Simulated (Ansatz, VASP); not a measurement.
# HgTe in two plane-wave programs

Wanted: the spread between two codes on one cell, functional and k mesh. The cell is a member of a volume series, scaled by 0.985 from a relaxed one, so a pressure remains.

Main program and level: Ansatz 0.2.0; plane waves, with VASP 6.6.1 beside it; single point at PBEsol with D3(BJ).

## (1) Set-up

Symmetry: F-43m, No. 216, cubic system. The conventional cell has a = 6.404 Å, b = 6.404 Å, c = 6.404 Å, α = 90.00°, β = 90.00°, γ = 90.00°. Nearest to Hg lie 4 Te at 2.77 Å. Te has 4 Hg at 2.77 Å nearest. Farther neighbours and most contacts between anions are not listed.

## (2) VASP: single point, PBEsol with D3(BJ), volume scaled by 0.985

With cell and atoms fixed, the geometry can't cause a difference; cores, projectors, grids and the points listed under the comparison can.

Lines of VASP's logs that name or quote its potential files are left out, and so is its time.

The input asks for a relaxation, which ended at its first step since no free force or stress exceeded the threshold; so it serves as a single point.

INCAR reads:

```
SYSTEM = HgTe
PREC = Accurate
ENCUT = 450
EDIFF = 1E-06
NELM = 100
ISMEAR = 0
SIGMA = 0.05
LREAL = .FALSE.
ALGO = Normal
GGA = PS
IVDW = 12
NBANDS = 15
LORBIT = 11
LWAVE = .FALSE.
LCHARG = .FALSE.
KPAR = 16
IBRION = 2
NSW = 30
ISIF = 4
EDIFFG = -0.01
```

POSCAR reads:

```
HgTe
1.0
    0.0000000000      3.2017765971      3.2017765971
    3.2017765971      0.0000000000      3.2017765971
    3.2017765971      3.2017765971      0.0000000000
Hg Te
1 1
Direct
    0.0000000000      0.0000000000      0.0000000000
    0.7500000000      0.7500000000      0.7500000000
```

KPOINTS reads:

```
Automatic mesh
0
Gamma
10 10 10
0 0 0
```

PAW data sets: Hg and Te (PBE family, release 64).

Run with:

```sh
mpirun -np 16 vasp_std
```

Numbers of over 12 decimals in the logs are rounded to 6 here.

The log of the run:

```text
[banner, memory and clock lines left out]
running   16 mpi-ranks, on    1 nodes
 distrk:  each k-point on    1 cores,   16 groups
 distr:  one band on    1 cores,    1 groups

 POSCAR found type information on POSCAR HgTe
 POSCAR found :  2 types and       2 ions
|                                                                             |
|           W    W    AA    RRRRR   N    N  II  N    N   GGGG   !!!           |
|           W    W   A  A   R    R  NN   N  II  NN   N  G    G  !!!           |
|           W    W  A    A  R    R  N N  N  II  N N  N  G       !!!           |
|           W WW W  AAAAAA  RRRRR   N  N N  II  N  N N  G  GGG   !            |
|           WW  WW  A    A  R   R   N   NN  II  N   NN  G    G                |
|           W    W  A    A  R    R  N    N  II  N    N   GGGG   !!!           |
|                                                                             |
|     For optimal performance we recommend to set                             |
|       NCORE = 2 up to number-of-cores-per-socket                            |
|     NCORE specifies how many cores store one orbital (NPAR=cpu/NCORE).      |
|     This setting can greatly improve the performance of VASP for DFT.       |
|     The default, NCORE=1 might be grossly inefficient on modern             |
|     multi-core architectures or massively parallel machines. Do your        |
|     Unfortunately you need to use the default for GW and RPA                |
|     calculations (for HF NCORE is supported but not extensively tested      |
|     yet).                                                                   |
|                                                                             |

|                                                                             |
|               ----> ADVICE to this user running VASP <----                  |
|                                                                             |
|     You enforced a specific xc type in the INCAR file but a different       |
|     [... a line on the potential file left out ...]
|     I HOPE YOU KNOW WHAT YOU ARE DOING!                                     |
|                                                                             |

 LDA part: xc-table for (Slater+PW92), standard interpolation
 POSCAR, INCAR and KPOINTS ok, starting setup
 FFT: planning ... GRIDC
 FFT: planning ... GRID_SOFT
 FFT: planning ... GRID
 WAVECAR not read
 entering main loop
       N       E                     dE             d eps       ncg     rms          rms(c)
DAV:   1     0.968907804927E+02    0.96891E+02   -0.74798E+03  1426   0.926E+02
DAV:   2    -0.118032674597E+01   -0.98071E+02   -0.92941E+02  1592   0.229E+02
DAV:   3    -0.456099645396E+01   -0.33807E+01   -0.33710E+01  1753   0.439E+01
DAV:   4    -0.459211729442E+01   -0.31121E-01   -0.31119E-01  2077   0.383E+00
DAV:   5    -0.459225007326E+01   -0.13278E-03   -0.13278E-03  1858   0.195E-01    0.818E+00
DAV:   6    -0.436318011011E+01    0.22907E+00   -0.47661E-01  1571   0.994E+00    0.648E+00
DAV:   7    -0.435185364664E+01    0.11326E-01   -0.10976E-01  1501   0.242E+00    0.232E+00
DAV:   8    -0.434976197366E+01    0.20917E-02   -0.11822E-02  1641   0.133E+00    0.625E-01
DAV:   9    -0.434951266760E+01    0.24931E-03   -0.74634E-04  1767   0.330E-01    0.137E-01
DAV:  10    -0.434951890205E+01   -0.62344E-05   -0.78257E-05  1683   0.847E-02    0.531E-02
DAV:  11    -0.434952616713E+01   -0.72651E-05   -0.24959E-05  1641   0.446E-02    0.376E-02
DAV:  12    -0.434952431656E+01    0.18506E-05   -0.44661E-06  1592   0.208E-02    0.170E-02
DAV:  13    -0.434952430653E+01    0.10034E-07   -0.36154E-07   887   0.367E-03
   1 F= -.50792427E+01 E0= -.50792040E+01  d E =-.507924E+01
 curvature:   0.00 expect dE= 0.000E+00 dE for cont linesearch  0.000E+00
 trial: gam= 0.00000 g(F)=  0.140E-48 g(S)=  0.658E-33 ort = 0.000E+00 (trialstep = 0.100E+01)
 search vector abs. value=  0.100E-09
 reached required accuracy - stopping structural energy minimisation
```

From OUTCAR (step 2):

```text
ion  position               nearest neighbor table
   1  0.000  0.000  0.000-   2 2.77   2 2.77   2 2.77   2 2.77
   2  0.750  0.750  0.750-   1 2.77   1 2.77   1 2.77   1 2.77

  LATTYP: Found a face centered cubic cell.
 ALAT       =     6.4035531942

 Subroutine GETGRP returns: Found 24 space group operations
 (whereof 24 operations were pure point group operations)

The static configuration has the point symmetry T_d .

 Found     47 irreducible k-points:

   k-points           NKPTS =     47   k-points in BZ     NKDIM =     47   number of bands    NBANDS=     15

   dimension x,y,z NGX =    32 NGY =   32 NGZ =   32
   dimension x,y,z NGXF=    64 NGYF=   64 NGZF=   64

   ENCUT  =  450.0 eV  33.07 Ry    5.75 a.u.   7.83  7.83  7.83*2*pi/ulx,y,z

   NELECT =      18.0000    total number of electrons

 k-points in reciprocal lattice and weights: Automatic mesh
   0.00000000  0.00000000  0.00000000       0.001
   0.10000000  0.00000000  0.00000000       0.008
   0.20000000  0.00000000  0.00000000       0.008
   0.30000000  0.00000000  0.00000000       0.008
   0.40000000  0.00000000  0.00000000       0.008
   0.50000000  0.00000000  0.00000000       0.004
   0.10000000  0.10000000  0.00000000       0.006
   0.20000000  0.10000000  0.00000000       0.024
   0.30000000  0.10000000  0.00000000       0.024
[...]
-0.30000000  0.40000000  0.20000000       0.024
  -0.30000000  0.50000000  0.20000000       0.012

 average (electrostatic) potential at core
       1 -40.0958       2 -91.0237

 E-fermi :   3.2730

 k-point     1 :       0.0000    0.0000    0.0000
  band No.  band energies     occupation
    ...
      6      -3.6892      2.00000
      7       2.5206      2.00000
      8       3.2577      1.33370
      9       3.2577      1.33370
     10       3.2577      1.33370
     11       7.3836      0.00000
     12       7.3836      0.00000
     13       7.3836      0.00000
     14       9.5477      0.00000
     15      12.8362      0.00000

 k-point     2 :       0.1000    0.0000    0.0000
  band No.  band energies     occupation
    ...
      5      -3.6910      2.00000
      6      -3.6910      2.00000
      7       1.6648      2.00000
      8       3.1321      1.99993
      9       3.1321      1.99993
     10       3.7952      0.00000
     11       7.2799      0.00000
     12       7.5479      0.00000
     13       7.5479      0.00000
     14      10.2480      0.00000
    ...

 k-point     3 :       0.2000    0.0000    0.0000
  band No.  band energies     occupation
    ...
      5      -3.6927      2.00000
      6      -3.6927      2.00000
      7       0.4103      2.00000
      8       2.8378      2.00000
      9       2.8378      2.00000
     10       4.0875      0.00000
     11       7.6534      0.00000
     12       7.8949      0.00000
     13       7.8949      0.00000
     14      10.9733      0.00000
    ...

 Edisp (eV)   -0.72972

  Total       0.30823     0.30823     0.30823     0.00000     0.00000     0.00000
  in kB       7.52292     7.52292     7.52292     0.00000     0.00000     0.00000
  external pressure =        7.52 kB  Pullay stress =        0.00 kB

  energy-cutoff  :      450.00
  volume of cell :       65.65
      direct lattice vectors                 reciprocal lattice vectors
     0.000000000  3.201776597  3.201776597    -0.156163300  0.156163300  0.156163300
     3.201776597  0.000000000  3.201776597     0.156163300 -0.156163300  0.156163300
     3.201776597  3.201776597  0.000000000     0.156163300  0.156163300 -0.156163300

 POSITION                                       TOTAL-FORCE (eV/Angst)
 -----------------------------------------------------------------------------------
      0.00000      0.00000      0.00000         0.000000      0.000000     -0.000000
      4.80266      4.80266      4.80266        -0.000000     -0.000000      0.000000
 -----------------------------------------------------------------------------------
    total drift:                                0.000000      0.000000      0.000000

  FREE ENERGIE OF THE ION-ELECTRON SYSTEM (eV)
  ---------------------------------------------------
  free  energy   TOTEN  =        -5.0792426866 eV

  energy  without entropy=       -5.0791654095  energy(sigma->0) =       -5.07920405

 reached required accuracy - stopping structural energy minimisation

 total charge
# of ion       s       p       d       tot
------------------------------------------
    1        0.755   0.447   9.348  10.550
    2        1.368   1.979   0.037   3.385
--------------------------------------------------
tot          2.124   2.427   9.384  13.935

[... 3 further parts left out ...]
```

## (3) Ansatz: single point, PBEsol with D3(BJ), volume scaled by 0.985

Ansatz runs on its default PAW (the set named soft_2) files.

The same cell, functional, mesh and smearing now go to Ansatz, which takes its cutoff from its data sets.

input.yaml reads:

```yaml
crystal:
  lattice:
    - [0.0, 3.2017766, 3.2017766]
    - [3.2017766, 0.0, 3.2017766]
    - [3.2017766, 3.2017766, 0.0]
  atoms:
    - { symbol: Hg, position: [0.0, 0.0, 0.0] }
    - { symbol: Te, position: [0.75, 0.75, 0.75] }
hamiltonian:
  xc: pbesol
  pseudopotentials: { kind: paw }
  dispersion: d3bj
kpoints:
  mp_grid: { grid: [10, 10, 10] }
scf:
  occupations: { method: gaussian, width: 0.05 }
  n_extra_bands: 4
output:
  forces: true
  stress: true
  eigenvalues: true
```

Run with:

```sh
ansatz run input.yaml --threads 2 --pin off --max-ram 4608MiB --backend cpu --events-out ev --progress --plain --runs-dir out
```

The log of the run:

```text
scf.n_extra_bands = 4 over 18 filled bands (N_el = 36.0): the run solves 22 bands
Engine: ansatz 0.2.0, aarch64-unknown-linux-gnu
Pseudopotentials: kind: paw
Pseudopotential: Hg, paw, valence charge 20, recommended cutoff 420 eV (normal), Hg.paw.azcp
Pseudopotential: Te, paw, valence charge 16, recommended cutoff 420 eV (normal), Te.paw.azcp
Functional definition: PBEsol
  exchange = pbesol_x
  correlation = pbesol_c
Crystal: 2 atoms, lattice volume = 65.645 Å³
Basis set: ecut = 420 eV, 1243 PW (Γ), exchange–correlation on 64×64×64 points (8 copies of the dense FFT grid, shifted against one another)
Bands: 22, of which v1, the nominal top of the filled ones, is band 18 counted from 1 (17 counted from 0)
Symmetry: 24 space group operations
Space group: F-43m (ITA 216), of the structure as read, at distance tolerance 4.0e-5 Å
k-points: 47 of 1000 (time reversal used)
Non-local potential: Hg, projectors of the file, l = 0: 3, l = 1: 2, l = 2: 2, l = 3: 1
Non-local potential: Te, projectors of the file, l = 0: 2, l = 1: 2, l = 2: 2, l = 3: 2
PAW form: soft (Blöchl's): semilocal exchange-correlation on the pseudo side does not see the compensation charge
PAW frozen core: Hg, regenerated for the run's functional, and the local potential with it (the file was generated under x = pbe(κ = 0.804, μ = 0.219515), c = pbe(β = 0.066725))
PAW frozen core: Te, regenerated for the run's functional, and the local potential with it (the file was generated under x = pbe(κ = 0.804, μ = 0.219515), c = pbe(β = 0.066725))
PAW one-centre angular grid: Hg, 590 points (default); XC on 64 Gauss nodes
PAW one-centre angular grid: Te, 590 points (default); XC on 64 Gauss nodes
Initial density: superposition of atomic densities (neutral atoms: chi_scale 0, normalization atom), corrected by the library's trained network
Initial wavefunctions: pseudopotential atomic-orbital guess
Functional: x = pbesol(κ = 0.804, μ = 0.123457), c = pbesol(β = 0.046)
SCF iter   1: F=—  HF=-20570.523747 eV  |F-HF|=—  |Δ(HF+E_count)|=         —  Δρ=2.76e-3  dr2=7.73e-3  ethr=1.77e-3  ⟨swp⟩=6.1  Hψ=4934  notcnv=0
preconditioner: auto → none  [insulator: Δε(μ)=0.527 eV  Ē_g=10.671 eV  σ=0.050 eV  W_gap=0.67  n_scr=14 (ndim 8)  ℏωp=19.4 eV  f_vac=0.177  D(μ)=0.06/eV (n_scr^D=0)  ε∞_Penn≈4.3]
SCF iter   2: F=—  HF=-20570.521403 eV  |F-HF|=—  |Δ(HF+E_count)|=   2.34e-3  Δρ=8.49e-4  dr2=3.00e-4  ethr=2.15e-5  ⟨swp⟩=3.0  Hψ=2311  notcnv=0
SCF iter   3: F=—  HF=-20570.521605 eV  |F-HF|=—  |Δ(HF+E_count)|=   2.02e-4  Δρ=3.98e-4  dr2=6.26e-5  ethr=8.33e-7  ⟨swp⟩=2.4  Hψ=1354  notcnv=0
SCF iter   4: F=—  HF=-20570.521678 eV  |F-HF|=—  |Δ(HF+E_count)|=   7.28e-5  Δρ=1.59e-4  dr2=2.11e-5  ethr=1.74e-7  ⟨swp⟩=2.0  Hψ=1474  notcnv=0
SCF iter   5: F=—  HF=-20570.521674 eV  |F-HF|=—  |Δ(HF+E_count)|=   4.15e-6  Δρ=2.11e-5  dr2=1.79e-7  ethr=5.87e-8  ⟨swp⟩=2.0  Hψ=1411  notcnv=0
SCF iter   6: F=-20570.521674 eV  HF=-20570.521674 eV  |F-HF|=4.73e-10  |Δ(HF+E_count)|=   3.11e-7  Δρ=4.04e-6  dr2=8.82e-9  ethr=2.78e-10  ⟨swp⟩=6.8  Hψ=4588  notcnv=0
SCF 1 converged in 6 iterations: F = -20570.521674 eV  dr2 = 8.82e-9
  greatest PAW one-centre occupation: 1.000 electrons in one spin orbital (limit 2), on the Hg atom at site 0 (counted from 0), in its partial waves of l = 0
SCF converged after 6 iterations
Free energy (F): -20570.521674 eV
Harris-Foulkes:  -20570.521674 eV  (|F-HF|=4.73e-10)
Internal energy: -20570.521597 eV  (E = F + TS)
E sigma→0 (E₀):  -20570.521635 eV
Entropy (-TS):   -0.000077 eV (-0.039 meV/atom)
Fermi energy:    9.065107 eV
--- Per-component energies (eV) ---
  E_band       = -763.961949
  E_kinetic    = 785.386744
  E_local      = -4747.180036  (includes V_loc(G=0)·N_el)
  E_nonlocal   = -231.768955
  E_hartree    = 2309.571505
  E_xc         = -342.550598
  E_vxc        = -366.211275  (∫ρ·V_xc dr)
  E_paw        = -14385.227703  (= ΣΔE_a)
  E_vpaw       = -823.339694  (= ΣTr[D̂ρ^β])
  E_aug_tail   = 0.000664  (compensation charges beyond the density's cutoff)
  E_ewald      = -3958.726755
  E_disp       = -0.729930  (pairwise vdW)
  E_core_change = 0.703466  (= ΣΔE_core)
  E_smearing   = -0.000077  (= −TS)
  E_closure    = 0.000000  (closes the sum)
  Σ components = -20570.521674   (vs F -20570.521674, Δ=0.00e0)
--- Forces (eV/Å), atoms counted from 1 ---
  atom   1  Hg    -0.00000000     0.00000000     0.00000000
  atom   2  Te     0.00000000     0.00000000     0.00000000
  max |Σ_I F_I| component: 9.48e-17 eV/Å
--- Stress (GPa, compression-positive) ---
        0.578866       0.000000      -0.000000
       -0.000000       0.578866       0.000000
       -0.000000       0.000000       0.578866
  P = ⅓ Tr σ = 0.5789 GPa (5.789 kbar)
--- Band table (eV; the first three rows and the last of 47) ---
  k-point 0: bands = [... 14 lower, 2.1099, 8.3173, 9.0499, 9.0499, 9.0499, 13.1990, 13.1990, 13.1990]
  k-point 1: bands = [... 14 lower, 2.1081, 7.4643, 8.9250, 8.9250, 9.5873, 13.0842, 13.3628, 13.3628]
  k-point 2: bands = [... 14 lower, 2.1065, 6.2131, 8.6318, 8.6318, 9.8835, 13.4420, 13.7097, 13.7097]
  k-point 46: bands = [... 14 lower, 2.7593, 3.3397, 6.2432, 6.3748, 12.0504, 13.0479, 14.8825, 15.3098]
```

Elapsed: 5.2 s, on 2 threads of Arm Neoverse N1, shared host; peak memory 0.38 GiB.

The column dr2 measures how far the density is from self-consistency, as an energy; F and HF (Harris–Foulkes) agree once it is small.

The run ends at a pressure of 0.58 GPa.

## (4) Comparison

Known differences besides the potentials themselves: the data sets hold 36 valence electrons in Ansatz (default PAW (the set named soft_2) files) and 18 in VASP; the cutoff is 420 eV in Ansatz and 450 eV in VASP; Ansatz makes its cores anew for this functional, VASP keeps those of its PBE data sets; VASP leaves aspherical gradient terms in its spheres out (LASPH is not set), Ansatz keeps them. Total energies have different zeros and are not compared.

The two programs side by side:

```
      quantity  Ansatz  VASP  difference
pressure (GPa)    0.58  0.75       -0.17
```

## (5) What the set-up changes

Further runs change the set-up of one program: Ansatz's method, potentials or start, or VASP's data sets, cutoff or form of LDA. The table gives Ansatz less VASP for each quantity, since a change that brings one quantity closer may part another.

```
                              run  pressure (GPa)
                         as above           -0.17
Ansatz's all-electron LAPW method           -0.16
```

## (6) What came out

| Item | Value |
| --- | --- |
| difference in pressure (single point, PBEsol with D3(BJ), volume scaled by 0.985) | -0.17 GPa |

**Reading.** The difference in pressure is -0.17 GPa (single point, PBEsol with D3(BJ), volume scaled by 0.985), within the 1 GPa picked in this series as the mark of a large difference. For single point, PBEsol with D3(BJ), volume scaled by 0.985, no further run moves any of the tabulated differences by more than a quarter of its size. How closely two codes agree says nothing of how well the functional describes the real material.

[Lines on the potential files, build, host, timing and source positions are cut from VASP's logs without a mark.]

[Logs are printed without paths, hosts, clocks, repeated set-up lines and the standing remarks that a program may print on its own settings, such as how far it seeks lower states.]

[Hosts, paths, dates, database ids (printed as entryN), source tags and the programs' standing remarks are cut or masked in the printed files.]
